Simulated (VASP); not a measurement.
In CeO₂ (fluorite type) the Ce atom of the primitive cell, with all its periodic images, is moved by 0.06 Å along [111].

```
CELL_PARAMETERS angstrom
0.00000 2.73000 2.73000
2.73000 0.00000 2.73000
2.73000 2.73000 0.00000
ATOMIC_POSITIONS crystal
Ce 0.00634 0.00634 0.00634
O 0.25000 0.25000 0.25000
O 0.75000 0.75000 0.75000
```

All numbers below come from HSE06, plane waves, standard recommended PAW potentials, 4f in the valence (VASP 6.6.1).

Cutoff 520 eV; orbitals from an earlier step on the same cell; potentials Ce O; PREC = Accurate; HFSCREEN = 0.208; HFRCUT = 0; PRECFOCK = Normal; k-mesh 4×4×4 Γ-centred; Fermi–Dirac smearing of 0.05 eV; no spin polarisation; no spin–orbit coupling.

Question: What force results?

Answer: The force on it along the displacement is -0.3272 eV/Å, a force constant of 5.45 eV/Å². The cell stands under a pressure of -6.7 GPa, which shifts the constant from its value at the relaxed volume.

```csv
atom,Fx (eV/Å),Fy (eV/Å),Fz (eV/Å)
Ce1,-0.1889,-0.1889,-0.1889
O2,0.1023,0.1023,0.1023
O3,0.0866,0.0866,0.0866
```

The k-mesh is modest, so these values aren't fully converged in k. Potentials made with PBE were used with another functional.
